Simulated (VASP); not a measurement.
An input for Quantum ESPRESSO's pw.x (written as the equivalent of a VASP run, and not itself run):

```
&CONTROL
  calculation = 'vc-relax'
  pseudo_dir = './pseudo'
  outdir = './out'
  tprnfor = .true.
  tstress = .true.
  nstep = 40
  forc_conv_thr = 0.00078
/
&SYSTEM
  ibrav = 0
  nat = 1
  ntyp = 1
  ecutwfc = 68
  occupations = 'smearing'
  smearing = 'methfessel-paxton'
  degauss = 0.00735
  input_dft = 'pbesol'
/
&ELECTRONS
  conv_thr = 7.3e-08
  electron_maxstep = 100
/
&IONS
/
&CELL
  press = 450
/
ATOMIC_SPECIES
  Sr 87.620 Sr.upf
CELL_PARAMETERS angstrom
     0.0000000    2.1489862    2.1489862
     2.1489862   -0.0000000    2.1489862
     2.1489862    2.1489862    0.0000000
ATOMIC_POSITIONS crystal
  Sr   0.0000000  0.0000000  0.0000000
K_POINTS automatic
  15 15 15 0 0 0
```

Problem. Translate this input to VASP (INCAR, KPOINTS, POSCAR, choice of POTCAR).

Solution. This is not unique; one that fits is 
File POSCAR:
```
Sr
1
    0.0000000000     2.1489861504     2.1489861504
    2.1489861504    -0.0000000000     2.1489861504
    2.1489861504     2.1489861504     0.0000000000
Sr
1
Direct
  0.0000000000   0.0000000000   0.0000000000
```

**KPOINTS**
```
Automatic
0
gamma
  15 15 15
0 0 0
```

INCAR:
```
SYSTEM = Sr
PREC = Accurate
ENCUT = 500
EDIFF = 1E-6
NELM = 100
ALGO = Normal
LREAL = .FALSE.
LASPH = .TRUE.
ISMEAR = 1
SIGMA = 0.1
GGA = PS
LMAXMIX = 4
LWAVE = .FALSE.
LCHARG = .FALSE.
IBRION = 2
ISIF = 3
NSW = 40
EDIFFG = -0.02
PSTRESS = 450
```

POTCAR, in this order: Sr_sv (PBE.64 set). Program: vasp_std.

Limits of the translation: the potentials are each code's own (VASP's PAW set, PseudoDojo norm-conserving files in pw.x), so ENCUT and ecutwfc are chosen apart and not converted; conv_thr bounds pw.x's estimated SCF error, while EDIFF bounds the energy change between steps; forc_conv_thr acts on force components and is met together with etot_conv_thr.

The compound is Sr in the fcc structure. This run relaxes it under an external pressure of 45 GPa. Symmetry was kept, so distortions that lower it aren't found.
